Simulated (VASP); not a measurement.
A convergence study with VASP on PtTe$_{2}$ (1T layered): one setting is varied, all else stays as given below, so the limit is that of these other settings. Each run relaxes cell and ions from the cell shown. The basis is that of the starting cell, so low cut-offs carry a Pulay error.

```
PtTe2
1.0
    2.01500    -3.49008     0.00000
    2.01500     3.49008     0.00000
    0.00000     0.00000     5.22000
Te Pt
2 1
Direct
  0.33333   0.66667   0.25400
  0.66667   0.33333   0.74600
  0.00000   0.00000   0.00000
```

All values below come from PBE GGA, VASP's PBE PAW potentials (set 64) (plane waves; VASP 6.6.1). The tightest run used: 700 eV cut-off, 8×8×6 Γ-centred mesh, first-order Methfessel-Paxton smearing of 0.10 eV, potentials Te Pt.

Question: The settings run are ENCUT = 150; ENCUT = 200; ENCUT = 250; ENCUT = 300; ENCUT = 350; ENCUT = 400; ENCUT = 450; ENCUT = 500; ENCUT = 550; ENCUT = 600; ENCUT = 650; ENCUT = 700. From which on does the relaxed volume stay within 0.1 Å³/atom of the tightest run?

Answer: From ENCUT = 400 on: it is off by 0.067 there and by no more than 0.1 in any finer run, while ENCUT = 350 is off by 0.181.
```json
[
 {"setting": "ENCUT = 150", "relaxed volume (Å³/atom)": "20.404", "E (eV/atom)": "-4.9568", "plane waves": "314", "difference judged (Å³/atom)": "5.392"},
 {"setting": "ENCUT = 200", "relaxed volume (Å³/atom)": "23.847", "E (eV/atom)": "-4.4963", "plane waves": "492", "difference judged (Å³/atom)": "1.949"},
 {"setting": "ENCUT = 250", "relaxed volume (Å³/atom)": "25.566", "E (eV/atom)": "-4.5250", "plane waves": "685", "difference judged (Å³/atom)": "0.231"},
 {"setting": "ENCUT = 300", "relaxed volume (Å³/atom)": "25.684", "E (eV/atom)": "-4.5249", "plane waves": "879", "difference judged (Å³/atom)": "0.112"},
 {"setting": "ENCUT = 350", "relaxed volume (Å³/atom)": "25.615", "E (eV/atom)": "-4.5227", "plane waves": "1120", "difference judged (Å³/atom)": "0.181"},
 {"setting": "ENCUT = 400", "relaxed volume (Å³/atom)": "25.729", "E (eV/atom)": "-4.5236", "plane waves": "1373", "difference judged (Å³/atom)": "0.067"},
 {"setting": "ENCUT = 450", "relaxed volume (Å³/atom)": "25.792", "E (eV/atom)": "-4.5240", "plane waves": "1606", "difference judged (Å³/atom)": "0.004"},
 {"setting": "ENCUT = 500", "relaxed volume (Å³/atom)": "25.769", "E (eV/atom)": "-4.5239", "plane waves": "1892", "difference judged (Å³/atom)": "0.027"},
 {"setting": "ENCUT = 550", "relaxed volume (Å³/atom)": "25.757", "E (eV/atom)": "-4.5238", "plane waves": "2192", "difference judged (Å³/atom)": "0.040"},
 {"setting": "ENCUT = 600", "relaxed volume (Å³/atom)": "25.772", "E (eV/atom)": "-4.5240", "plane waves": "2480", "difference judged (Å³/atom)": "0.024"},
 {"setting": "ENCUT = 650", "relaxed volume (Å³/atom)": "25.790", "E (eV/atom)": "-4.5240", "plane waves": "2794", "difference judged (Å³/atom)": "0.006"},
 {"setting": "ENCUT = 700", "relaxed volume (Å³/atom)": "25.796", "E (eV/atom)": "-4.5241", "plane waves": "3100", "difference judged (Å³/atom)": "0.000"}
]
```

Left out are rungs that failed or repeat a setting and relaxations that didn't move; long series are thinned to 24 rows.

The compound is PtTe2 in the 1T layered structure.
